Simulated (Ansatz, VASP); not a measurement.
## Cross-check of SiC between VASP and Ansatz

Aim: how closely do two programs agree when they are given the same cell, functional and k mesh? The cell is taken from a series of runs on this material, whose earlier steps may have relaxed, scaled, displaced or heated it; both programs get it as it stands.

Program: Ansatz 0.2.0. Level of theory: plane waves, with VASP 6.6.1 beside it; zone-centre phonons at LDA. Results are calculated unless marked as measured.

**1. The starting structure**

The structure is hexagonal, space group P6_3mc (No. 186). Conventional cell: a = 3.056 Å, b = 3.056 Å, c = 10.112 Å, α = 90.00°, β = 90.00°, γ = 120.00°. Nearest to C lie 4 Si at 1.87 to 1.90 Å. Nearest to C lie 4 Si at 1.88 to 1.89 Å. Nearest to Si lie 4 C at 1.88 to 1.90 Å. Si has 4 C at 1.87 to 1.89 Å nearest. Farther neighbours are not listed.

**2. VASP: zone-centre phonons, LDA**

Second derivatives magnify differences that forces hide, and they need a tight electronic threshold.

Lines of VASP's logs that name or quote its potential files are left out, and so is its time.

INCAR

```
SYSTEM = SiC
PREC = Accurate
ENCUT = 600
EDIFF = 1E-08
NELM = 120
ISMEAR = 0
SIGMA = 0.01
LREAL = .FALSE.
ALGO = Normal
GGA = CA
NBANDS = 24
LORBIT = 11
LWAVE = .FALSE.
LCHARG = .FALSE.
ISIF = 2
IBRION = 8
LEPSILON = .TRUE.
LASPH = .TRUE.
GGA_COMPAT = .FALSE.
EFERMI = MIDGAP
KPAR = 2
```

POSCAR

```
SiC
1.0
    3.0557570942      0.0000000000      0.0000000000
   -1.5278785471      2.6463632714      0.0000000000
    0.0000000000      0.0000000000     10.1123110148
C Si
4 4
Direct
    0.6666666684      0.3333333316      0.7500938818
    0.3333333316      0.6666666684      0.2500938818
    0.0000000023      0.9999999977      0.5006998815
    0.9999999977      0.0000000023      0.0006998815
    0.6666666661      0.3333333339      0.9375988548
    0.3333333339      0.6666666661      0.4375988548
    0.0000000024      0.9999999976      0.6876063818
    0.9999999976      0.0000000024      0.1876063818
```

KPOINTS

```
Automatic mesh
0
Gamma
9 9 4
0 0 0
```

The projector-augmented-wave data sets are C and Si (LDA family, release 64).

Started as:

```console
> mpirun -np 2 vasp_std
```

Numbers of over 12 decimals in the logs are rounded to 6 here.

Output:

```text
[banner, memory and clock lines left out]
running    2 mpi-ranks, on    1 nodes
 distrk:  each k-point on    1 cores,    2 groups
 distr:  one band on    1 cores,    1 groups

 POSCAR found type information on POSCAR C Si
 POSCAR found :  2 types and       8 ions
 LDA part: xc-table for (Slater(with rela. corr.)+CA(PZ))
 , standard interpolation
 POSCAR, INCAR and KPOINTS ok, starting setup
 FFT: planning ... GRIDC
 FFT: planning ... GRID_SOFT
 FFT: planning ... GRID
 WAVECAR not read
 entering main loop
       N       E                     dE             d eps       ncg     rms          rms(c)
DAV:   1     0.790810199121E+02    0.79081E+02   -0.16057E+04  1728   0.136E+03
DAV:   2    -0.672306418345E+02   -0.14631E+03   -0.13630E+03  2352   0.210E+02
DAV:   3    -0.747495107195E+02   -0.75189E+01   -0.74627E+01  2304   0.462E+01
DAV:   4    -0.748564508445E+02   -0.10694E+00   -0.10684E+00  2224   0.652E+00
DAV:   5    -0.748586115395E+02   -0.21607E-02   -0.21603E-02  2272   0.878E-01    0.184E+01
DAV:   6    -0.669119657159E+02    0.79466E+01   -0.23667E+01  2224   0.219E+01    0.845E+00
DAV:   7    -0.666587419390E+02    0.25322E+00   -0.22533E+00  2384   0.702E+00    0.335E+00
DAV:   8    -0.665876145206E+02    0.71127E-01   -0.14046E-01  2088   0.184E+00    0.112E+00
DAV:   9    -0.665761210280E+02    0.11493E-01   -0.20478E-02  2256   0.770E-01    0.160E-01
DAV:  10    -0.665762192058E+02   -0.98178E-04   -0.10216E-03  2216   0.182E-01    0.857E-02
DAV:  11    -0.665762281861E+02   -0.89803E-05   -0.37704E-05  2280   0.414E-02    0.219E-02
DAV:  12    -0.665762234859E+02    0.47002E-05   -0.93273E-06  2168   0.152E-02    0.963E-03
DAV:  13    -0.665762228913E+02    0.59453E-06   -0.26820E-06  2256   0.736E-03    0.228E-03
DAV:  14    -0.665762228941E+02   -0.27912E-08   -0.10308E-07  2184   0.202E-03    0.644E-04
DAV:  15    -0.665762228956E+02   -0.14766E-08   -0.18663E-09  1608   0.288E-04
   1 F= -.66576223E+02 E0= -.66576223E+02  d E =0.000000E+00
 Linear response reoptimize wavefunctions to high precision
DAV:   1    -0.665762228958E+02   -0.21691E-09   -0.37653E-10  1560   0.114E-04
DAV:   2    -0.665762228958E+02    0.36835E-10   -0.74299E-11  1504   0.534E-05
 Linear response G [H, r] |phi>, progress :
  Direction:   1
       N       E                     dE             d eps       ncg     rms
RMM:   1    -0.150530586155E+03   -0.15053E+03    0.22934E+01  4487   0.747E+01
RMM:   2    -0.102851918818E+03    0.47679E+02   -0.16091E+01  2975   0.222E+01
RMM:   3    -0.102987494777E+03   -0.13558E+00   -0.41141E-01  3127   0.305E+00
RMM:   4    -0.102983807478E+03    0.36873E-02   -0.29111E-02  3304   0.533E-01
RMM:   5    -0.102982465119E+03    0.13424E-02   -0.39408E-03  3273   0.112E-01
RMM:   6    -0.102982224423E+03    0.24070E-03   -0.77569E-04  3363   0.279E-02
RMM:   7    -0.102982181445E+03    0.42978E-04   -0.28057E-04  3313   0.875E-03
RMM:   8    -0.102982168618E+03    0.12827E-04   -0.59853E-05  3396   0.432E-03
RMM:   9    -0.102982177869E+03   -0.92508E-05   -0.33361E-04  3357   0.322E-03
RMM:  10    -0.102982167840E+03    0.10029E-04   -0.78672E-05  2942   0.291E-03
RMM:  11    -0.102982163646E+03    0.41936E-05   -0.45332E-04  2723   0.280E-03
RMM:  12    -0.102982182751E+03   -0.19105E-04   -0.26355E-05  2692   0.277E-03
RMM:  13    -0.102982162809E+03    0.19942E-04   -0.39162E-04  2592   0.275E-03
 Linear response G [H, r] |phi>, progress :
  Direction:   2
       N       E                     dE             d eps       ncg     rms
RMM:   1    -0.172538977113E+03   -0.17254E+03   -0.31138E+02  4383   0.713E+01
RMM:   2    -0.129833513226E+03    0.42705E+02   -0.12344E+01  2953   0.203E+01
RMM:   3    -0.129964869814E+03   -0.13136E+00   -0.23648E-01  3094   0.259E+00
RMM:   4    -0.129966289341E+03   -0.14195E-02   -0.11325E-02  3279   0.418E-01
RMM:   5    -0.129965972110E+03    0.31723E-03   -0.14333E-03  3256   0.785E-02
RMM:   6    -0.129965886228E+03    0.85882E-04   -0.27525E-04  3334   0.176E-02
RMM:   7    -0.129965868970E+03    0.17258E-04   -0.78416E-05  3310   0.555E-03
RMM:   8    -0.129965864756E+03    0.42137E-05    0.83632E-06  3344   0.322E-03
RMM:   9    -0.129965869664E+03   -0.49072E-05   -0.91333E-06  3292   0.279E-03
RMM:  10    -0.129965863128E+03    0.65354E-05    0.15210E-05  2807   0.269E-03
RMM:  11    -0.129965869145E+03   -0.60169E-05    0.56155E-07  2606   0.265E-03
RMM:  12    -0.129965863436E+03    0.57092E-05   -0.19683E-04  2543   0.264E-03
 Linear response G [H, r] |phi>, progress :
  Direction:   3
       N       E                     dE             d eps       ncg     rms
RMM:   1    -0.194511649601E+03   -0.19451E+03   -0.33439E+02  4515   0.756E+01
RMM:   2    -0.116196172788E+03    0.78315E+02   -0.18429E+01  2948   0.228E+01
RMM:   3    -0.116249419643E+03   -0.53247E-01   -0.37074E-01  3048   0.299E+00
RMM:   4    -0.116245546455E+03    0.38732E-02   -0.29544E-03  3244   0.485E-01
[...]
first order change of Fermi-energy   0.15798E+00
 force on displaced ion       1 direction 3 :  -0.000   0.000 -26.367
 Born effective charge ion    1 direction 3 :   0.000   0.000  -2.748
 Linear response progress:
  Degree of freedom:   3/  8
       N       E                     dE             d eps       ncg     rms          rms(c)
RMM:   1    -0.127927816881E+00   -0.12793E+00    0.58270E-02 16502   0.171E+00
[...]
RMM:  15    -0.141036769707E+00   -0.15272E-08   -0.17620E-07  3184   0.594E-05    0.100E-07
RMM:  16    -0.141036770692E+00   -0.98488E-09   -0.18892E-07  3133   0.592E-05    0.547E-08
 first order change of Fermi-energy   0.32566E+00
 force on displaced ion       3 direction 3 :  -0.000  -0.000 -26.809
 Born effective charge ion    3 direction 3 :   0.000   0.000  -2.815
 Linear response progress:
  Degree of freedom:   5/  8
       N       E                     dE             d eps       ncg     rms          rms(c)
RMM:   1    -0.182756178130E-01   -0.18276E-01   -0.40613E-03 19053   0.797E-01
RMM:   2    -0.150019398437E-01    0.32737E-02   -0.12733E-03 12920   0.213E-01    0.132E-01
RMM:   3    -0.149026456438E-01    0.99294E-04    0.86125E-05 13584   0.536E-02    0.762E-02
RMM:   4    -0.149682080525E-01   -0.65562E-04    0.10511E-04 13174   0.498E-02    0.798E-03
RMM:   5    -0.149648363575E-01    0.33717E-05   -0.31008E-05 13988   0.107E-02    0.227E-03
RMM:   6    -0.149632436441E-01    0.15927E-05   -0.65207E-06 14306   0.163E-03    0.859E-04
RMM:   7    -0.149622713659E-01    0.97228E-06    0.37735E-07 14318   0.451E-04    0.130E-04
RMM:   8    -0.149620635524E-01    0.20781E-06   -0.68123E-07 14544   0.141E-04    0.257E-05
RMM:   9    -0.149620994808E-01   -0.35928E-07   -0.14732E-09 14581   0.495E-05    0.514E-06
RMM:  10    -0.149621071800E-01   -0.76992E-08    0.21174E-08 15076   0.254E-05    0.221E-06
 first order change of Fermi-energy  -0.41395E+00
 force on displaced ion       5 direction 1 : -20.151  -0.001  -0.000
 Born effective charge ion    5 direction 1 :   2.676  -0.000   0.000
 Linear response progress:
  Degree of freedom:   6/  8
       N       E                     dE             d eps       ncg     rms          rms(c)
RMM:   1    -0.452799998038E-01   -0.45280E-01    0.46624E-02  5687   0.123E+00
RMM:   2    -0.362359183732E-01    0.90441E-02   -0.40156E-03  3437   0.382E-01    0.157E-01
RMM:   3    -0.355859563853E-01    0.64996E-03   -0.82335E-04  3726   0.115E-01    0.889E-02
RMM:   4    -0.353027634703E-01    0.28319E-03   -0.18899E-04  3845   0.812E-02    0.282E-02
RMM:   5    -0.353057537728E-01   -0.29903E-05    0.94391E-05  3845   0.269E-02    0.676E-03
RMM:   6    -0.353290202197E-01   -0.23266E-04    0.36979E-05  3693   0.953E-03    0.277E-03
RMM:   7    -0.353331029704E-01   -0.40828E-05    0.14667E-06  3768   0.312E-03    0.881E-04
RMM:   8    -0.353357819733E-01   -0.26790E-05   -0.29626E-06  3819   0.110E-03    0.316E-04
RMM:   9    -0.353354169741E-01    0.36500E-06   -0.33797E-07  3880   0.275E-04    0.163E-04
RMM:  10    -0.353354524153E-01   -0.35441E-07    0.96966E-07  3838   0.193E-04    0.256E-05
RMM:  11    -0.353354286591E-01    0.23756E-07    0.49591E-07  3876   0.718E-05    0.102E-05
RMM:  12    -0.353355223497E-01   -0.93691E-07   -0.40972E-07  3898   0.324E-05    0.622E-06
RMM:  13    -0.353355032989E-01    0.19051E-07    0.37351E-08  3991   0.278E-05    0.127E-06
RMM:  14    -0.353355031734E-01    0.12547E-09   -0.32701E-07  3786   0.239E-05    0.492E-07
RMM:  15    -0.353354989295E-01    0.42439E-08   -0.23755E-07  3161   0.228E-05    0.210E-07
RMM:  16    -0.353354901228E-01    0.88067E-08   -0.18996E-07  3151   0.227E-05    0.494E-08
 first order change of Fermi-energy  -0.31218E+00
 force on displaced ion       5 direction 3 :  -0.000   0.000 -30.143
 Born effective charge ion    5 direction 3 :   0.000   0.000   2.653
 Linear response progress:
  Degree of freedom:   7/  8
       N       E                     dE             d eps       ncg     rms          rms(c)
RMM:   1    -0.184400041472E-01   -0.18440E-01   -0.43824E-03 18984   0.799E-01
RMM:   2    -0.151033430628E-01    0.33367E-02   -0.18388E-03 12913   0.214E-01    0.132E-01
RMM:   3    -0.150025439804E-01    0.10080E-03   -0.37685E-04 13601   0.538E-02    0.761E-02
RMM:   4    -0.150694139890E-01   -0.66870E-04   -0.36803E-04 13198   0.497E-02    0.789E-03
RMM:   5    -0.150154148974E-01    0.53999E-04    0.57495E-06 14005   0.107E-02    0.231E-03
RMM:   6    -0.150176432697E-01   -0.22284E-05   -0.70943E-06 14314   0.167E-03    0.854E-04
RMM:   7    -0.150168176643E-01    0.82561E-06   -0.13902E-06 14329   0.459E-04    0.145E-04
RMM:   8    -0.150163721040E-01    0.44556E-06   -0.25555E-07 14549   0.146E-04    0.271E-05
RMM:   9    -0.150164430774E-01   -0.70973E-07   -0.86630E-08 14575   0.507E-05    0.509E-06
RMM:  10    -0.150164416548E-01    0.14226E-08   -0.46912E-08 15025   0.263E-05    0.236E-06
 first order change of Fermi-energy   0.43352E+00
 force on displaced ion       7 direction 1 : -20.345  -0.001   0.000
 Born effective charge ion    7 direction 1 :   2.686  -0.000  -0.000
 Linear response progress:
  Degree of freedom:   8/  8
       N       E                     dE             d eps       ncg     rms          rms(c)
RMM:   1    -0.479410378249E-01   -0.47941E-01    0.23787E-02  5720   0.123E+00
RMM:   2    -0.363471663008E-01    0.11594E-01   -0.55859E-03  3459   0.391E-01    0.159E-01
RMM:   3    -0.355480538110E-01    0.79911E-03   -0.10719E-03  3738   0.119E-01    0.895E-02
RMM:   4    -0.352744159534E-01    0.27364E-03   -0.63951E-04  3846   0.822E-02    0.290E-02
RMM:   5    -0.352749429169E-01   -0.52696E-06   -0.31605E-04  3860   0.279E-02    0.717E-03
RMM:   6    -0.352746814639E-01    0.26145E-06   -0.11649E-04  3694   0.999E-03    0.293E-03
RMM:   7    -0.352665606232E-01    0.81208E-05   -0.36204E-05  3772   0.336E-03    0.949E-04
RMM:   8    -0.352668544233E-01   -0.29380E-06   -0.15101E-05  3805   0.116E-03    0.361E-04
RMM:   9    -0.352664857990E-01    0.36862E-06   -0.11580E-05  3856   0.300E-04    0.178E-04
RMM:  10    -0.352667237837E-01   -0.23798E-06   -0.12671E-05  3809   0.212E-04    0.281E-05
RMM:  11    -0.352665834390E-01    0.14034E-06   -0.11821E-05  3865   0.806E-05    0.944E-06
RMM:  12    -0.352663670068E-01    0.21643E-06   -0.89249E-06  3892   0.353E-05    0.578E-06
RMM:  13    -0.352661971047E-01    0.16990E-06   -0.73892E-06  3974   0.284E-05    0.836E-07
RMM:  14    -0.352661221928E-01    0.74912E-07   -0.65257E-06  3839   0.255E-05    0.450E-07
RMM:  15    -0.352660535650E-01    0.68628E-07   -0.58317E-06  3236   0.245E-05    0.231E-07
RMM:  16    -0.352661248019E-01   -0.71237E-07   -0.66241E-06  3009   0.243E-05    0.482E-08
 first order change of Fermi-energy  -0.17144E+00
 force on displaced ion       7 direction 3 :   0.000  -0.000 -30.377
 Born effective charge ion    7 direction 3 :  -0.000  -0.000   2.911
 Born effective charges drift removed
 Linear response finished
```

(Part 1 of 3 ends here.)

[Lines on the potential files, build, host, timing and source positions are cut from VASP's logs without a mark.]

[Logs are printed without paths, hosts, clocks, repeated set-up lines and the standing remarks that a program may print on its own settings, such as how far it seeks lower states.]

[Hosts, paths, dates, database ids (printed as entryN), source tags and the programs' standing remarks are cut or masked in the printed files.]
